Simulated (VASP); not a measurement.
An input for Ansatz (written as the equivalent of a VASP run, and not itself run):

Ansatz 0.2 input:
```yaml
crystal:
  lattice:
    - [0.0000000, 2.5521094, 2.5521094]
    - [2.5521094, 0.0000000, 2.5521094]
    - [2.5521094, 2.5521094, 0.0000000]
  atoms:
    - { symbol: Fe, position: [0.0000000, 0.0000000, 0.0000000], spin: 1.1 }
    - { symbol: Si, position: [0.2500000, 0.2500000, 0.2500000], spin: -0.1 }
kpoints:
  mp_grid: { grid: [11, 11, 11] }
hamiltonian:
  xc: pbesol
  pseudopotentials: { kind: paw }
magnetization: { spin_polarized: true }
scf:
  occupations: { method: methfessel_paxton, width: 0.1 }
  max_iter: 100
relax:
  max_steps: 60
  f_tol: 0.01
  cell: {}
output: { forces: true, stress: true, eigenvalues: true }
```

Problem. Write the VASP files for the same calculation (PBEsol).

Solution. Several could match; the one computed here: 
**KPOINTS**
```
K-points
0
G
11 11 11
```

### INCAR
```
SYSTEM = FeSi
PREC = Accurate
ENCUT = 400
EDIFF = 1E-6
NELM = 100
ALGO = Normal
LREAL = .FALSE.
LASPH = .TRUE.
ISMEAR = 1
SIGMA = 0.1
GGA = PS
LMAXMIX = 4
ISPIN = 2
MAGMOM = 1.1 -0.1
LORBIT = 10
LWAVE = .FALSE.
LCHARG = .FALSE.
IBRION = 2
ISIF = 3
NSW = 60
EDIFFG = -0.01
```

**POSCAR**
```
FeSi
1.0
  0.0000000000   2.5521093611   2.5521093611
  2.5521093611   0.0000000000   2.5521093611
  2.5521093611   2.5521093611   0.0000000000
Fe Si
1 1
Cart
  0.0000000000   0.0000000000   0.0000000000
  1.2760546805   1.2760546805   1.2760546805
```

POTCAR, in this order: Fe Si (PBE.64 set). Program: vasp_std.

The two are equivalent in intent, not identical: each code has its own PAW files, so the cut-off isn't converted (ENCUT is set for VASP's; basis.ecutwfc is left out, and Ansatz then takes the one that its files recommend); Ansatz stops its SCF on the density residual and VASP on the energy change (EDIFF).

The structure was generated: FeSi was put into the zinc blende type (F-43m), which need not be its known phase. This run relaxes it. Symmetry was kept, so distortions that lower it aren't found. The start is the result of an earlier pass.
